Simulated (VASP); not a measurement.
## BP: relaxation of cell and atoms with r2SCAN

The system is BP.

```
CELL_PARAMETERS angstrom
0.00000 2.26607 2.26607
2.26607 0.00000 2.26607
2.26607 2.26607 0.00000
ATOMIC_POSITIONS crystal
B 0.00000 0.00000 0.00000
P 0.75000 0.75000 0.75000
```

The cell is a database's computed one.

```yaml
Program: VASP 6.6.1
Task: relaxation of cell and atoms
Functional: r2SCAN
Potentials_or_basis: VASP PAW PBE potentials, release 64 (B, P)
Cutoff: 600 eV
k_mesh: 10 × 10 × 10
Occupations: gaussian, width 0.02 eV
Spin: no spin polarisation
Further_INCAR_settings: ALGO = Normal; EDIFF = 1e-07; IBRION = 2; EDIFFG = -0.005; NSW = 90; ISIF = 3
```

- Pressure after relaxing: 0.0 GPa
- Band gap on the k mesh: 1.44 eV, indirect (least direct gap 3.65 eV)

Final structure:
```
B P
1.0
     0.00000    2.26607    2.26607
     2.26607    0.00000    2.26607
     2.26607    2.26607    0.00000
B P
1 1
Direct
  0.00000 0.00000 0.00000
  0.75000 0.75000 0.75000
```

Levels at points of the mesh, in eV from the valence-band top:
```tsv
k point	band 2	band 3	band 4	band 5	band 6	band 7
(0.00, 0.00, 0.00)	0.00	0.00	0.00	3.65	3.65	3.65
(0.50, 0.00, 0.00)	-9.53	-1.87	-1.87	4.16	5.03	5.03
(0.50, 0.50, 0.00)	-9.15	-4.36	-4.36	1.53	1.91	13.10
```

Wall time 110 s on 1 thread of AMD EPYC 7R43 64-Core Processor (Zen 3) (shared host), peak memory 0.12 GiB.

Caveat: the relaxation stopped at its first step, so nothing moved; the PAW data sets were made with another functional, which shifts forces and pressure a little. A k mesh can miss the band edges.
